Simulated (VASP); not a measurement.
# Normal strain, stress and strain energy of fcc Al under biaxial (111) strain, PBEsol

The usual rule of thumb is that a metal film strained in its plane by a percent or two obeys linear elasticity: it thins in fixed proportion to the stretch, and its stress follows from one biaxial modulus. For aluminium layers with (111) texture, that rule turns a measured change in layer spacing into a film stress. We test it on a static Al crystal, with PBEsol, for in-plane strains from −2 % to +2 %. Strains and energies are measured from the crystal relaxed with the same functional, and the stress along the normal is zero throughout. The questions are which moduli follow from the small strains and where proportionality fails.

## Computational details

The start is an entry of the ASE's table of reference states database. The crystal was relaxed with PBEsol. Equal strain is imposed in the (111) plane; the strain along the normal is adjusted until the normal stress vanishes, and the atoms are relaxed with PBEsol. VASP 6.6.1, plane waves with PAW, cutoff 450 eV, no spin polarisation, no spin-orbit coupling, k mesh 25×25×25, static lattice. The same in all rows: band gap on the k mesh at PBEsol: 0.000 eV.

Notes on method and selection:

- Runs that did not converge, have known faults or may not be shown are not listed, and runs on Ansatz's PAW sets soft_1 and soft_2 are kept to separate tables.

Columns:

- strain (%): strain in the plane (tension positive).
- normal strain (%): strain along the normal.
- stress (GPa): in-plane stress, tension positive.
- strain energy (meV/atom): energy per atom above the relaxed crystal.

## The series

| member | strain (%) | normal strain (%) | stress (GPa) | strain energy (meV/atom) |
| --- | --- | --- | --- | --- |
| −2 % | −2.0 | 1.685 | −3.35 | 6.74 |
| −1.5 % | −1.5 | ? | ? | ? |
| −1 % | −1.0 | 0.786 | −1.64 | 1.70 |
| −0.5 % | −0.5 | 0.387 | −0.80 | 0.41 |
| 0 % | 0.0 | 0.000 | 0.00 | 0.00 |
| +0.5 % | 0.5 | −0.371 | 0.75 | 0.37 |
| +1 % | 1.0 | ? | ? | ? |
| +1.5 % | 1.5 | −1.198 | 1.98 | 3.32 |
| +2 % | 2.0 | −1.688 | 2.43 | 5.53 |

Cells marked ? are withheld until the estimate has been made.

Least-squares fits to the members shown, with x = strain (%); R² and errors in the fitted variable (y, or ln y where the fit is in ln y):

| y | members | fit | R² | rms residual | leave-one-out rms | the same for the mean of the others |
| --- | --- | --- | --- | --- | --- | --- |
| normal strain (%) | 7 | y = 0.002021 − 0.8263 x | 1.00 | 0.034 | 0.051 | 1.2 |
| stress (GPa) | 7 | y = −0.1936 + 1.450 x | 0.99 | 0.19 | 0.31 | 2.2 |

## The trend and its physics

Stretching the plane thins the crystal along the normal, and compression thickens it. Between −0.5 % and +0.5 % the normal strain changes by −(0.387 + 0.371) / 1.0 = −0.758 per unit of in-plane strain. The stress gives a biaxial modulus $M$ of (0.75 + 0.80) / 0.010 = 155 GPa.

For a cubic crystal strained in (111), with bulk modulus $B$ and shear constant $C_{44}$,

$$-\frac{\varepsilon_\perp}{\varepsilon_\parallel}=\frac{2(3B-2C_{44})}{3B+4C_{44}},\qquad M=\frac{18\,B\,C_{44}}{3B+4C_{44}}.$$

The two slopes give $B$ ≈ 83 GPa and $C_{44}$ ≈ 44 GPa. The bulk modulus is of the expected size, but the shear constant is high for aluminium. Shear constants of this metal are sensitive to k mesh and smearing, because strain shifts small pieces of the Fermi surface, so we would check those settings before using the value.

The stress departs from proportionality mainly in tension. Stress divided by strain is 3.35 / 0.020 = 168 GPa at −2 % and 2.43 / 0.020 = 122 GPa at +2 %, or 8 % above and 22 % below the small-strain modulus. This is the sign expected of anharmonic bonding, which stiffens as atoms approach and softens as they separate. The energy shows the same asymmetry, 6.74 against 5.53 meV/atom at the two ends.

The normal strain behaves differently. Its ratio to the in-plane strain grows in size to about 0.84 at both ends, 11 % above the small-strain value. The lowest anharmonic term would raise the ratio on one side and lower it on the other, so a higher-order term or a sampling error near zero strain is the likelier origin.

Linear elasticity therefore holds to about 3 % in stress at ±0.5 %, but is a poor approximation for the stress at +1.5 % and beyond.

## Estimating the withheld member

Plain estimates from the members shown:

- +1 %, fit at x = 1.0: −0.824 %
- +1 %, straight-line interpolation between +0.5 % and +1.5 %: w = (1.0 − 0.5) / (1.5 − 0.5) = 0.500, so −0.371 + 0.500 × (−1.198 − (−0.371)) = −0.784 %
- −1.5 %, fit at x = −1.5: 1.241 %
- −1.5 %, straight-line interpolation between −2 % and −1 %: w = (−1.5 − (−2.0)) / (−1.0 − (−2.0)) = 0.500, so 1.685 + 0.500 × (0.786 − 1.685) = 1.236 %

The straight-line fit misses the curvature, and interpolation between two neighbours cuts across it. Both plain estimates should therefore be too large in size. We instead pass a cubic through the four nearest members on the same side, the unstrained crystal included. No separate shift for internal relaxation is needed, since the single atom in the cell has no free coordinate.

For +1 %, the members at 0, +0.5, +1.5 and +2 % give

[4 × (−0.371) + 4 × (−1.198) − (−1.688) − 0] / 6 = −0.765 %.

For −1.5 %, the members at −2, −1, −0.5 and 0 % give

0.25 × 1.685 + 1.5 × 0.786 − 0.387 = 1.213 %.

We tried the same kind of cubic on two shown members, leaving each out in turn. From −2, −0.5, 0 and +0.5 % it gives 0.1 × 1.685 + 2 × 0.387 + 0.4 × (−0.371) = 0.794 % at −1 %, against 0.786 % in the table. From −0.5, 0, +0.5 and +2 % it gives 0.6 × 0.387 + 2 × (−0.371) + 0.4 × (−1.688) = −1.185 % at +1.5 %, against −1.198 %. The misses are 0.008 and 0.013, with a root mean square of 0.011, which we take as one standard deviation for both estimates.

**Committed estimate, +1 %: normal strain = −0.765 ± 0.011 %.**  
**Committed estimate, −1.5 %: normal strain = 1.213 ± 0.011 %.**

## How the estimate fared

| member | strain (%) | normal strain (%) | stress (GPa) | strain energy (meV/atom) |
| --- | --- | --- | --- | --- |
| −1.5 % | −1.5 | 1.223 | −2.49 | 3.81 |
| +1 % | 1.0 | −0.706 | 1.48 | 1.51 |

| member | estimate | normal strain (%) | computed | estimate − computed | miss in error bars |
| --- | --- | --- | --- | --- | --- |
| +1 % | committed | −0.765 | −0.706 | −0.059 | 5.4 |
| +1 % | fit | −0.824 | −0.706 | −0.118 |  |
| +1 % | interpolation | −0.784 | −0.706 | −0.079 |  |
| −1.5 % | committed | 1.213 | 1.223 | −0.010 | 0.9 |
| −1.5 % | fit | 1.241 | 1.223 | +0.018 |  |
| −1.5 % | interpolation | 1.236 | 1.223 | +0.012 |  |

The estimate for −1.5 % is inside its error bar, at 1.213 against 1.223 %, and slightly better than both plain estimates. The one for +1 % is far outside, at −0.765 against −0.706 %, a miss of 5.4 error bars, though it is still nearer than the interpolation and the fit.

The argument that both plain estimates would be too large in size was right on both sides. What failed was the assumption that one smooth cubic describes the tensile side. The two trial members gave no warning of this, and the error bar drawn from them was much too small for tension.

The new rows also correct our reading of the ratio of normal to in-plane strain. We had put its odd behaviour down to a higher-order term or to sampling near zero strain. In fact its size falls steadily from 0.84 at −2 % to 0.71 at +1 %, as a leading anharmonic term would have it, and then jumps to 0.80 at +1.5 %. The irregularity lies between +1 and +1.5 %.

## Outliers

Least-squares fits to the whole series, with x = strain (%); R² and errors in the fitted variable (y, or ln y where the fit is in ln y):

| y | members | fit | R² | rms residual | leave-one-out rms | the same for the mean of the others |
| --- | --- | --- | --- | --- | --- | --- |
| normal strain (%) | 9 | y = 0.01311 − 0.8166 x | 1.00 | 0.047 | 0.063 | 1.2 |
| stress (GPa) | 9 | y = −0.1822 + 1.477 x | 0.99 | 0.18 | 0.26 | 2.2 |

Largest departures from the fit to the whole series:

| member | normal strain (%) | fit | computed − fit | in rms residuals |
| --- | --- | --- | --- | --- |
| +1 % | −0.706 | −0.803 | +0.097 | 2.1 |
| +2 % | −1.688 | −1.620 | −0.068 | 1.4 |
| −1 % | 0.786 | 0.830 | −0.044 | 0.9 |
| −2 % | 1.685 | 1.646 | +0.039 | 0.8 |

The +1 % member lies farthest from the line, 0.097 above it, and +2 % lies 0.068 below. Both departures come from a change of slope between +1 and +1.5 %. Over successive half-percent steps from +0.5 % the normal strain changes by about −0.34, −0.49 and −0.49 %, while the stress rises by 0.73, 0.50 and 0.45 GPa. The normal stress left at +1 % is far too small to account for its departure.

A drop in the resistance to shear would have both signs: by the formulas for (111) strain, a smaller $C_{44}$ gives more thinning and less stress. The likeliest origin is a small piece of the Fermi surface that appears, vanishes or is poorly sampled as the crystal is stretched. Smooth anharmonic softening, our first reading of the tensile stress, is therefore only part of the explanation. With one k mesh and one smearing, a real electronic effect and a sampling error look alike. The high shear constant found at small strain makes us suspect sampling first.

The departures at −1 and −2 %, −0.044 and +0.039, are smaller and reflect the smooth bend of the compressed branch, which a straight line cannot follow.

## Conclusions and limits

Up to ±1 %, stress divided by strain stays within about 6 % of the small-strain modulus of 155 GPa. At +2 % it is 22 % lower, so linear elasticity with this modulus overestimates the computed tension there. Part of that drop comes with the change of slope above +1 % and may be a sampling error.

A straight line estimates the normal strain of a left-out member to about 0.06 %, against 1.2 % for the mean of the others. Smooth interpolation did better in compression, but should not be carried across the change of slope in tension.

For small strains, 0.1 % of in-plane stretch gives 155 × 0.001 = 0.16 GPa of tension, and a layer spacing reduced by 0.1 % implies 155 × 0.001 / 0.758 = 0.20 GPa. Both are probably upper values, because the shear constant behind them looks too high.

The largest omission is plastic flow. Real aluminium films usually yield at some tenths of a GPa, well below the 2.43 GPa computed at +2 %, so the outer rows describe a defect-free crystal and not the stress that a film would carry.
